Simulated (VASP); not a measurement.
A VASP calculation is set up with these files.

**POSCAR**
```
C
1
    1.2379041589    -2.1441123962     0.0000000000
    1.2379041589     2.1441123962    -0.0000000000
    0.0000000000     0.0000000000     9.5485014912
C
4
Direct
  1.0000000000   0.0000000000   0.2500000000
  0.0000000000   1.0000000000   0.7500000000
  0.3333330000   0.6666670000   0.2500000000
  0.6666670000   0.3333330000   0.7500000000
```

INCAR:
```
SYSTEM = C
PREC = Accurate
ENCUT = 520
EDIFF = 1E-6
NELM = 100
ALGO = Normal
LREAL = .FALSE.
LASPH = .TRUE.
ISMEAR = 0
SIGMA = 0.05
GGA = RE
LWAVE = .FALSE.
LCHARG = .FALSE.
IBRION = 2
ISIF = 3
NSW = 60
EDIFFG = -0.02
```

### KPOINTS
```
K-points
0
gamma
  9 9 2
```

POTCAR, in this order: C (PBE.64 set). Program: vasp_std.

### Question
Write an equivalent input for Ansatz.

### Answer
One equivalent input (not run):
Ansatz 0.2 input:
```yaml
crystal:
  lattice:
    - [1.2379042, -2.1441124, 0.0000000]
    - [1.2379042, 2.1441124, 0.0000000]
    - [0.0000000, 0.0000000, 9.5485015]
  atoms:
    - { symbol: C, position: [1.0000000, 0.0000000, 0.2500000] }
    - { symbol: C, position: [0.0000000, 1.0000000, 0.7500000] }
    - { symbol: C, position: [0.3333330, 0.6666670, 0.2500000] }
    - { symbol: C, position: [0.6666670, 0.3333330, 0.7500000] }
kpoints:
  mp_grid: { grid: [9, 9, 2] }
hamiltonian:
  xc: revpbe
  pseudopotentials: { kind: paw }
scf:
  occupations: { method: gaussian, width: 0.05 }
  max_iter: 100
relax:
  max_steps: 60
  f_tol: 0.02
  cell: {}
output: { forces: true, stress: true, eigenvalues: true }
```
The two are equivalent in intent, not identical: each code has its own PAW files, so the cut-off isn't converted (ENCUT is set for VASP's; basis.ecutwfc is left out, and Ansatz then takes the one that its files recommend); Ansatz stops its SCF on the density residual and VASP on the energy change (EDIFF).

The compound is C in the graphite structure. It was relaxed first, which changed the volume by +44 %. The k-mesh is coarse (spacing up to 0.33 per Å, 2π included), so the numbers may not be converged in it. The start is the result of an earlier pass.
